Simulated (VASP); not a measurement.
Input:

```yaml
crystal:
  lattice:
    - [0.00000, 3.26383, 3.26383]
    - [3.26383, 0.00000, 3.26383]
    - [3.26383, 3.26383, 0.00000]
  atoms:
    - { symbol: Na, position: [0.25000, 0.25000, 0.25000] }
    - { symbol: Na, position: [0.75000, 0.75000, 0.75000] }
    - { symbol: S, position: [0.00000, 0.00000, 0.00000] }
```

The numbers are results of PBE GGA with D4 dispersion, VASP's PBE PAW potentials (set 64) (plane waves; VASP), not measurements. Numerical set-up: 520 eV cut-off, Gaussian smearing of 0.050 eV, potentials Na_pv S.

Task: Predict the band gap (along the path) with the smallest direct gap where there is one.

Result: 
```yaml
band gap (along the path): 2.51 eV
smallest direct gap (along the path): 2.51 eV
```

The compound is Na2S in the antifluorite structure. It was relaxed first.
